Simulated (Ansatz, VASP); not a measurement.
# AlFe: VASP beside Ansatz, part 2 of 2

Wanted: the spread between two codes on one cell, functional and k mesh. The cell is invented: As first built, before any earlier steps moved the atoms: it takes the AlCo structure with some of its atoms replaced by other elements, volume scaled by an estimate. It may not be a known or stable phase. The cell comes out of the VASP series on this material, whose earlier steps may have relaxed, scaled or displaced it; both programs get it as it stands.

VASP 6.6.1 and Ansatz 0.2.0.

So far: Set-up; VASP: band structure, LDA.

## 3. Ansatz: band structure, LDA

Level of this step: Ansatz beside VASP: Kohn-Sham DFT, plane waves, LDA (Ansatz).

Ansatz runs on its default PAW (the set named soft_2) files.

The same cell, functional (in two slightly different forms), mesh and smearing now go to Ansatz, which takes its cutoff from its data sets.

Contents of input.yaml:

```yaml
crystal:
  lattice:
    - [2.8177827589, 0.0, 0.0]
    - [0.0, 2.8177827589, 0.0]
    - [0.0, 0.0, 2.8177827589]
  atoms:
    - { symbol: Fe, position: [0.5, 0.5, 0.5], spin: 0.74 }
    - { symbol: Al, position: [0.0, 0.0, 0.0], spin: -0.018 }
hamiltonian:
  xc: lda
  pseudopotentials: { kind: paw }
magnetization:
  spin_polarized: true
kpoints:
  mp_grid: { grid: [8, 8, 8] }
  band_path:
    path:
      - [0.0, 0.0, 0.0]
      - [0.0, 0.1, 0.0]
      - [0.0, 0.2, 0.0]
      - [0.0, 0.3, 0.0]
      - [0.0, 0.43333, 0.0]
      - [0.0, 0.5, 0.0]
      - [0.1, 0.5, 0.0]
      - [0.2, 0.5, 0.0]
      - [0.33333, 0.5, 0.0]
      - [0.43333, 0.5, 0.0]
      - [0.5, 0.5, 0.0]
      - [0.36667, 0.36667, 0.0]
      - [0.26667, 0.26667, 0.0]
      - [0.16667, 0.16667, 0.0]
      - [0.06667, 0.06667, 0.0]
      - [0.03333, 0.03333, 0.03333]
      - [0.13333, 0.13333, 0.13333]
      - [0.23333, 0.23333, 0.23333]
      - [0.33333, 0.33333, 0.33333]
      - [0.46667, 0.46667, 0.46667]
      - [0.46667, 0.5, 0.46667]
      - [0.36667, 0.5, 0.36667]
      - [0.23333, 0.5, 0.23333]
      - [0.13333, 0.5, 0.13333]
      - [0.03333, 0.5, 0.03333]
      - [0.5, 0.5, 0.03333]
      - [0.5, 0.5, 0.16667]
      - [0.5, 0.5, 0.26667]
      - [0.5, 0.5, 0.36667]
      - [0.5, 0.5, 0.5]
    npoints: 1
scf:
  occupations: { method: methfessel_paxton, width: 0.2 }
  n_extra_bands: 9
output:
  forces: true
  stress: true
  eigenvalues: true
  write_density: true
  write_potential: true
  elf: true
  volumetric_format: npy
```

Launch:

```bash
ansatz run input.yaml --threads 2 --pin off --max-ram 4608MiB --backend cpu --events-out ev --progress --plain --runs-dir out
```

Numbers of over 12 decimals in the logs are rounded to 6 here.

The log of the run:

```text
scf.n_extra_bands = 9 over 10 filled bands (N_el = 19.0): the run solves 19 bands
Engine: ansatz 0.2.0, x86_64-unknown-linux-gnu
Pseudopotentials: kind: paw
Pseudopotential: Fe, paw, valence charge 16, recommended cutoff 420 eV (normal), Fe.paw.azcp
Pseudopotential: Al, paw, valence charge 3, recommended cutoff 420 eV (normal), Al.paw.azcp
Functional definition: SPW92
  exchange = slater_x
  correlation = pw_c
Crystal: 2 atoms, lattice volume = 22.373 Å³
Basis set: ecut = 420 eV, 461 PW (Γ)
Bands: 19, of which v1, the nominal top of the filled ones, is band 10 counted from 1 (9 counted from 0)
Symmetry: 48 space group operations
Space group: Pm-3m (ITA 221), of the structure as read, at distance tolerance 2.8e-5 Å
Magnetic group: BNS 221.92 (UNI 1594), of the structure as read, at distance tolerance 2.8e-5 Å
k-points: 35 of 512
Non-local potential: Fe, projectors of the file, l = 0: 3, l = 1: 2, l = 2: 3, l = 3: 1
Non-local potential: Al, projectors of the file, l = 0: 2, l = 1: 2, l = 2: 1
PAW form: soft (Blöchl's): semilocal exchange-correlation on the pseudo side does not see the compensation charge
PAW frozen core: Fe, regenerated for the run's functional, and the local potential with it (the file was generated under x = pbe(κ = 0.804, μ = 0.219515), c = pbe(β = 0.066725))
PAW frozen core: Al, regenerated for the run's functional, and the local potential with it (the file was generated under x = pbe(κ = 0.804, μ = 0.219515), c = pbe(β = 0.066725))
PAW one-centre angular grid: Fe, 590 points (default); XC on 64 Gauss nodes
PAW one-centre angular grid: Al, 110 points (default); XC on 64 Gauss nodes
Initial density: superposition of atomic densities (chi_scale 0.1, normalization cell)
Starting moments: Σ|m| = 0.758 μB on 2 of 2 sites
Initial wavefunctions: pseudopotential atomic-orbital guess
Functional: x = slater, c = lda
SCF iter   1: F=—  HF=-4931.265124 eV  |F-HF|=—  |Δ(HF+E_count)|=         —  Δρ=8.52e-2 (↑8.52e-2 ↓4.48e-2)  dr2=2.20e0  dr2_m=1.06e-1  M=0.419 μB ∫|m|=0.451 μB  β_m=0.30  ethr=3.10e-3  ⟨swp⟩=4.3  Hψ=5737  notcnv=0  defer=16
Mixer restart at iter 1: flushing history
preconditioner: auto → none  [metal: Δε(μ)=0.017 eV  Ē_g=13.872 eV  σ=0.200 eV  W_gap=0.05  n_scr=6 (ndim 8)  ℏωp=26.0 eV  f_vac=0.000  D(μ)=2.27/eV (n_scr^D=26)  sad-step TF]
SCF iter   2: F=—  HF=-4931.413787 eV  |F-HF|=—  |Δ(HF+E_count)|=   1.49e-1  Δρ=2.49e-2 (↑2.49e-2 ↓2.14e-2)  dr2=1.97e-1  dr2_m=5.13e-2  M=0.730 μB ∫|m|=0.797 μB  β_m=0.31  ethr=3.10e-3  ⟨swp⟩=2.8  Hψ=2852  notcnv=0  defer=208
SCF iter   3: F=—  HF=-4932.333017 eV  |F-HF|=—  |Δ(HF+E_count)|=   9.19e-1  Δρ=1.92e-2 (↑1.92e-2 ↓1.08e-2)  dr2=1.08e-1  dr2_m=2.35e-2  M=0.731 μB ∫|m|=0.797 μB  β_m=0.63  ethr=1.04e-3  ⟨swp⟩=2.0  Hψ=1798  notcnv=0  defer=208
SCF iter   4: F=—  HF=-4933.589752 eV  |F-HF|=—  |Δ(HF+E_count)|=    1.26e0  Δρ=7.42e-3 (↑7.42e-3 ↓3.03e-3)  dr2=2.25e-2  dr2_m=1.43e-3  M=0.719 μB ∫|m|=0.780 μB  β_m=0.81  ethr=5.70e-4  ⟨swp⟩=2.1  Hψ=2346  notcnv=0  defer=215
SCF iter   5: F=—  HF=-4933.681292 eV  |F-HF|=—  |Δ(HF+E_count)|=   9.15e-2  Δρ=4.67e-3 (↑4.67e-3 ↓3.40e-3)  dr2=1.18e-2  dr2_m=8.93e-5  M=0.707 μB ∫|m|=0.767 μB  β_m=0.74  ethr=1.19e-4  ⟨swp⟩=1.5  Hψ=1727  notcnv=0  defer=218
SCF iter   6: F=—  HF=-4933.682236 eV  |F-HF|=—  |Δ(HF+E_count)|=   9.44e-4  Δρ=9.00e-4 (↑3.94e-4 ↓9.00e-4)  dr2=4.46e-5  dr2_m=7.98e-5  M=0.703 μB ∫|m|=0.762 μB  β_m=0.83  ethr=6.19e-5  ⟨swp⟩=2.0  Hψ=1675  notcnv=0  defer=220
SCF iter   7: F=—  HF=-4933.682250 eV  |F-HF|=—  |Δ(HF+E_count)|=   1.37e-5  Δρ=4.01e-4 (↑2.30e-4 ↓4.01e-4)  dr2=4.14e-6  dr2_m=1.91e-5  M=0.703 μB ∫|m|=0.762 μB  β_m=0.91  ethr=2.35e-7  ⟨swp⟩=2.3  Hψ=1907  notcnv=0  defer=220
SCF iter   8: F=—  HF=-4933.659029 eV  |F-HF|=—  |Δ(HF+E_count)|=         —  Δρ=2.35e-3 (↑2.33e-3 ↓2.35e-3)  dr2=5.84e-6  dr2_m=1.12e-3  M=0.734 μB ∫|m|=0.790 μB  β_m=0.91  ethr=2.18e-8  ⟨swp⟩=2.1  Hψ=1665  notcnv=0  defer=220
Mixer restart at iter 8: flushing history
iteration 8: the input's own smearing fills from here on; a Gaussian of 0.2 eV has filled iterations ahead of it
SCF iter   9: F=—  HF=-4933.659253 eV  |F-HF|=—  |Δ(HF+E_count)|=   2.24e-4  S|Δr|=    0.00e0  Δρ=9.53e-4 (↑9.53e-4 ↓9.36e-4)  dr2=7.35e-8  dr2_m=1.83e-4  M=0.740 μB ∫|m|=0.799 μB  β_m=0.96  ethr=5.26e-10  ⟨swp⟩=10.5  Hψ=8805  notcnv=0
SCF iter  10: F=—  HF=-4933.659297 eV  |F-HF|=—  |Δ(HF+E_count)|=   4.33e-5  S|Δr|=    0.00e0  Δρ=1.51e-4 (↑7.73e-5 ↓1.51e-4)  dr2=9.01e-6  dr2_m=4.01e-7  M=0.743 μB ∫|m|=0.805 μB  β_m=0.95  ethr=3.87e-10  ⟨swp⟩=9.8  Hψ=8283  notcnv=0
SCF iter  11: F=—  HF=-4933.659315 eV  |F-HF|=—  |Δ(HF+E_count)|=   1.82e-5  S|Δr|=    0.00e0  Δρ=4.45e-4 (↑4.24e-4 ↓4.45e-4)  dr2=1.37e-4  dr2_m=2.32e-7  M=0.743 μB ∫|m|=0.804 μB  β_m=0.57  ethr=3.87e-10  ⟨swp⟩=3.0  Hψ=2460  notcnv=0  recentre
SCF iter  12: F=—  HF=-4933.659296 eV  |F-HF|=—  |Δ(HF+E_count)|=   1.91e-5  S|Δr|=    0.00e0  Δρ=1.44e-5 (↑1.44e-5 ↓1.26e-5)  dr2=1.04e-8  dr2_m=3.16e-8  M=0.743 μB ∫|m|=0.805 μB  β_m=0.78  ethr=3.87e-10  ⟨swp⟩=6.0  Hψ=8227  notcnv=0
SCF iter  13: F=-4933.659296 eV  HF=-4933.659296 eV  |F-HF|=1.54e-10  |Δ(HF+E_count)|=   4.26e-8  S|Δr|=    0.00e0  Δρ=2.38e-6 (↑2.38e-6 ↓1.71e-6)  dr2=1.68e-10  dr2_m=8.24e-10  M=0.743 μB ∫|m|=0.805 μB  ethr=5.49e-11  ⟨swp⟩=6.0  Hψ=4653  notcnv=0
SCF 1 converged in 13 iterations: F = -4933.659296 eV  dr2 = 1.68e-10
  greatest PAW one-centre occupation: 1.002 electrons in one spin orbital (limit 2), on the Fe atom at site 0 (counted from 0), in its partial waves of l = 1
this state was not tested for a lower state beside it, because cold or Methfessel-Paxton smearing, or corrected tetrahedra, fill the levels in a way that the test cannot read (fill_not_monotonic; see scf.lower_state_search)
NSCF: frozen V_eff on 30 k-points
SCF converged after 13 iterations
Magnetization: 0.7433 μB (9.8717 up, 9.1283 down)
Absolute magnetization: 0.8052 μB (∫|ρ↑−ρ↓|, with the PAW one-centre terms)
Spin contamination: 0.0057 ħ² per cell (⟨S²⟩ above its minimum at these occupations)
Per-site moments (μB) at R_I (Å): [(0.743677, 1.006612), (-0.017878, 1.006612)]
Free energy (F): -4933.659296 eV
Harris-Foulkes:  -4933.659296 eV  (|F-HF|=1.54e-10)
Internal energy: -4933.659777 eV  (E = F + TS)
E sigma→0 (E₀):  -4933.659416 eV
Entropy (-TS):   0.000481 eV (0.240 meV/atom)
Fermi energy:    14.724067 eV
--- Per-component energies (eV) ---
  E_band       = -231.995753
  E_kinetic    = 385.700931
  E_local      = -2687.401162  (includes V_loc(G=0)·N_el)
  E_nonlocal   = 231.154290
  E_hartree    = 1163.584758
  E_xc         = -160.068988
  E_vxc        = -185.499934  (∫ρ·V_xc dr)
  E_paw        = -1749.211674  (= ΣΔE_a)
  E_vpaw       = -303.121208  (= ΣTr[D̂ρ^β])
  E_aug_tail   = 0.000934  (compensation charges beyond the density's cutoff)
  E_ewald      = -2117.876117
  E_core_change = 0.457252  (= ΣΔE_core)
  E_smearing   = 0.000481  (= −TS)
  E_closure    = 0.000000  (closes the sum)
  Σ components = -4933.659296   (vs F -4933.659296, Δ=0.00e0)
--- Forces (eV/Å), atoms counted from 1 ---
  atom   1  Fe     0.00000000    -0.00000000     0.00000000
  atom   2  Al    -0.00000000    -0.00000000    -0.00000000
  max |Σ_I F_I| component: 6.42e-29 eV/Å
--- Stress (GPa, compression-positive) ---
       -0.102742       0.000000       0.000000
       -0.000000      -0.102742       0.000000
       -0.000000       0.000000      -0.102742
  P = ⅓ Tr σ = -0.1027 GPa (-1.027 kbar)
--- Band table (eV; the first three rows and the last of 70) ---
  k-point 0 ↑: bands = [... 6 lower, 11.9496, 14.4522, 14.4522, 14.4522, 21.3866, 21.3866, 21.3866, 24.3707, ... 5 higher]
  k-point 1 ↑: bands = [... 6 lower, 12.0405, 14.2696, 14.2696, 14.4723, 19.4159, 21.8199, 21.8199, 24.2679, ... 5 higher]
  k-point 2 ↑: bands = [... 6 lower, 12.2709, 13.8785, 13.8785, 14.5212, 17.0822, 22.9702, 22.9702, 23.9890, ... 5 higher]
  k-point 34 ↓: bands = [... 6 lower, 11.3127, 15.8854, 15.8854, 17.8897, 17.8897, 17.8897, 19.4274, 21.5670, ... 5 higher]
```

It took 1.3 s on 2 threads of Intel Xeon 6975P-C (Granite Rapids), shared host; peak memory 0.36 GiB; 2.4 s of CPU time.

The column dr2 measures how far the density is from self-consistency, as an energy; F and HF (Harris–Foulkes) agree once it is small.

## 4. Side by side

Known differences besides the PAW data sets themselves: the two LDA forms differ slightly; the data sets hold 19 valence electrons in Ansatz (default PAW (the set named soft_2) files) and 11 in VASP; the cutoff is 420 eV in Ansatz and 400 eV in VASP; Ansatz makes its cores anew for this functional, VASP keeps those of its LDA data sets; site moments are counted in spheres of each program's own size. Total energies have different zeros and are not compared.

Both answers:

| quantity | Ansatz | VASP | difference |
| --- | --- | --- | --- |
| pressure (GPa) | -0.10 | 0.04 | -0.15 |
| total moment (μB) | 0.74 | 0.73 | +0.01 |
| moment on Fe1 (μB) | 0.74 | 0.74 | 0.00 |

Ansatz's pressure holds a Pulay correction of 0.13 GPa; VASP's holds none.

## 5. Ansatz: single point, LDA

A single point gives forces, pressure and levels at one fixed geometry, so differences don't come from the geometry; what else differs is listed under the comparison.

The cell comes out of the VASP series on this material, whose earlier steps may have relaxed, scaled or displaced it; both programs get it as it stands.

input.yaml, the sections that differ from step 3:

```yaml
kpoints:
  mp_grid: { grid: [12, 12, 12] }
scf:
  occupations: { method: tetrahedron }
output:
  forces: true
  stress: true
# crystal, hamiltonian, magnetization: as in step 3
```

The log of the run:

```text
Warning: output.forces, output.stress, relax.cell or npt_langevin: where a Kohn–Sham band that disperses or a degenerate level is filled in part under the method tetrahedron, the forces or the stress that this run publishes need not agree with its energy (scf.occupations.method in the input reference, under Limitations); prefer a smearing scheme for the forces or the stress
[...]
k-point 0 ↑: bands = [... 6 lower, 11.9827, 14.4793, 14.4793, 14.4793, 21.3917, 21.3917, 21.3917, 24.3836]
  k-point 1 ↑: bands = [... 6 lower, 12.0242, 14.3937, 14.3937, 14.4885, 20.2975, 21.5886, 21.5886, 24.3368]
  k-point 2 ↑: bands = [... 6 lower, 12.1403, 14.1746, 14.1746, 14.5138, 18.5662, 22.1428, 22.1428, 24.2011]
  k-point 83 ↓: bands = [... 6 lower, 11.2966, 15.8414, 15.8414, 17.8790, 17.8790, 17.8790, 19.4246, 21.5489]
[key lines of the parts left out:]
SCF converged after 12 iterations
Magnetization: 0.6620 μB (9.8310 up, 9.1690 down)
Free energy (F): -4933.669325 eV
Fermi energy:    14.701590 eV
P = ⅓ Tr σ = -0.4301 GPa (-4.301 kbar)
```

It took 1.3 s on 2 threads; peak memory 0.38 GiB; 2.4 s of CPU time.

The run ends at a pressure of -0.43 GPa.

## 6. VASP: single point, LDA

The same cell, functional (in two slightly different forms), mesh and smearing now go to VASP, with its own data sets and cutoff.

Contents of INCAR:

```
SYSTEM = AlFe
PREC = Accurate
ENCUT = 400
EDIFF = 1E-06
NELM = 100
ISMEAR = -5
SIGMA = 0.2
LREAL = .FALSE.
ALGO = Normal
GGA = CA
NBANDS = 18
ISPIN = 2
MAGMOM = 0.74 -0.018
LMAXMIX = 4
LORBIT = 11
LWAVE = .FALSE.
LCHARG = .FALSE.
NEDOS = 2001
```

Contents of POSCAR:

```
AlFe
1.0
    2.8177827589      0.0000000000      0.0000000000
    0.0000000000      2.8177827589      0.0000000000
    0.0000000000      0.0000000000      2.8177827589
Fe Al
1 1
Direct
    0.5000000000      0.5000000000      0.5000000000
    0.0000000000      0.0000000000      0.0000000000
```

Contents of KPOINTS:

```
Automatic mesh
0
Gamma
12 12 12
0 0 0
```

PAW data sets: Fe and Al (LDA family, release 64).

Launch:

```bash
mpirun -np 1 vasp_std
```

The log of the run:

```text
[... set-up lines as in an earlier step ...]
 entering main loop
       N       E                     dE             d eps       ncg     rms          rms(c)
DAV:   1     0.254613199957E+02    0.25461E+02   -0.35371E+03  6408   0.490E+02
DAV:   2    -0.146318011681E+02   -0.40093E+02   -0.35514E+02  6560   0.118E+02
DAV:   3    -0.161715144453E+02   -0.15397E+01   -0.15107E+01  7418   0.256E+01
DAV:   4    -0.161888738648E+02   -0.17359E-01   -0.17347E-01  7294   0.235E+00
[...]
DAV:  15    -0.143240878329E+02    0.25159E-05   -0.40904E-07  3382   0.516E-03    0.483E-03
DAV:  16    -0.143240853239E+02    0.25090E-05   -0.16660E-07  3258   0.347E-03    0.130E-03
DAV:  17    -0.143240846987E+02    0.62514E-06   -0.51144E-08  3202   0.174E-03
   1 F= -.14324085E+02 E0= -.14324085E+02  d E =0.000000E+00  mag=     0.6422
 -----------------------------------------------------------------------------
|                                                                             |
|           W    W    AA    RRRRR   N    N  II  N    N   GGGG   !!!           |
|           W    W   A  A   R    R  NN   N  II  NN   N  G    G  !!!           |
|           W    W  A    A  R    R  N N  N  II  N N  N  G       !!!           |
|           W WW W  AAAAAA  RRRRR   N  N N  II  N  N N  G  GGG   !            |
|           WW  WW  A    A  R   R   N   NN  II  N   NN  G    G                |
|           W    W  A    A  R    R  N    N  II  N    N   GGGG   !!!           |
|                                                                             |
|     Tetrahedron method does not include variations of the Fermi             |
|     occupations, so forces and stress will be inaccurate. We suggest        |
|     using a different smearing scheme ISMEAR = 1 or 2 for metals in         |
|     relaxations.                                                            |
|                                                                             |
 -----------------------------------------------------------------------------
```

OUTCAR, selected parts (step 6):

```text
  Total       -0.0463230     -0.0463230     -0.0463230      0.0000000     -0.0000000     -0.0000000
  in kB       -3.3173011     -3.3173011     -3.3173011      0.0000000     -0.0000000     -0.0000000
  external PRESSURE =      -3.3173011 kB  Pullay stress =       0.0000000 kB

  FREE ENERGIE OF THE ION-ELECTRON SYSTEM (eV)
  ---------------------------------------------------
  free  energy   TOTEN  =       -14.3240846987 eV

  energy  without entropy=      -14.3240846987  energy(sigma->0) =      -14.32408470

 magnetization (x)
# of ion       s       p       d       tot
------------------------------------------
    1       -0.002   0.008   0.650   0.657
    2       -0.005  -0.011   0.000  -0.016
--------------------------------------------------
tot         -0.007  -0.003   0.650   0.641

[... 2 parts as in an earlier step ...]

[... 2 further parts left out ...]
[key lines of the parts left out:]
E-fermi :   8.3866
```

With tetrahedra the forces and stress of a metal are not exact derivatives of the energy.

## 7. Side by side

Compared:

| quantity | Ansatz | VASP | difference |
| --- | --- | --- | --- |
| pressure (GPa) | -0.43 | -0.33 | -0.10 |
| total moment (μB) | 0.66 | 0.64 | +0.02 |
| moment on Fe1 (μB) | 0.67 | 0.66 | +0.01 |

Ansatz's pressure holds a Pulay correction of 0.13 GPa; VASP's holds none.

## 8. Outcome

```json
{"difference in total moment (band structure, LDA)": "0.013 μB", "difference in total moment (single point, LDA)": "0.020 μB"}
```

In words: The difference in total moment is 0.013 μB (band structure, LDA). How closely two codes agree says nothing of how well the functional describes the real material.

[Lines on the potential files, build, host, timing and source positions are cut from VASP's logs without a mark.]

[Logs are printed without paths, hosts, clocks, repeated set-up lines and the standing remarks that a program may print on its own settings, such as how far it seeks lower states.]

[Hosts, paths, dates, database ids (printed as entryN), source tags and the programs' standing remarks are cut or masked in the printed files.]
